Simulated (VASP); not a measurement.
Input of a VASP 6.6.1 run:

Contents of INCAR:

```
SYSTEM = MgZr2O3
PREC     = Normal         ! precision mode
ENCUT    = 520            ! plane-wave cutoff, eV
EDIFF    = 1E-5           ! SCF threshold, eV
ISMEAR   = 0              ! smearing method
SIGMA    = 0.15           ! smearing width, eV
LREAL    = Auto         
LASPH    = .True.         ! aspherical terms in the spheres
NELM     = 80             ! most SCF steps
ALGO     = Fast           ! electronic algorithm
ISIF     = 2              ! what is computed and relaxed
LWAVE    = .False.        ! write WAVECAR
LCHARG   = .False.        ! write CHGCAR
GGA      = PE             ! functional
NBANDS   = 56             ! bands
```

KPOINTS

```
Automatic mesh
0
Gamma
  5 5 4
  0 0 0
```

POSCAR

```
MgZr2O3
1.0
    2.6827100000     -4.6469800000      0.0000000000
    2.6827100000      4.6469800000      0.0000000000
   -1.7679060000      0.0000000000      5.4807410000
Mg Zr O
2 4 6
Direct
    0.8332790000      0.1667210000      0.0000000000
    0.1667210000      0.8332790000      0.0000000000
    0.0000000000      0.0000000000      0.5000000000
    0.3353260000      0.6646740000      0.5000000000
    0.6646740000      0.3353260000      0.5000000000
    0.5000000000      0.5000000000      0.0000000000
    0.0788720000      0.4311700000      0.7893630000
    0.5688300000      0.9211280000      0.2106370000
    0.4311700000      0.0788720000      0.7893630000
    0.9211280000      0.5688300000      0.2106370000
    0.7834900000      0.7834900000      0.7940930000
    0.2165100000      0.2165100000      0.2059070000
```

Potentials or basis: VASP PAW PBE potentials, release 64 (Mg, Zr_sv, O).

The run is started by

```sh
$ cat potpaw_PBE.64/Mg/POTCAR potpaw_PBE.64/Zr_sv/POTCAR potpaw_PBE.64/O/POTCAR > POTCAR
$ mpirun -np 1 vasp_std > vasp.out
```

(1) Estimate the largest force.

(2) Predict the band gap on the k mesh.

Answers

(1) 0.041 eV/Å.

(2) none (metal or under the smearing width).
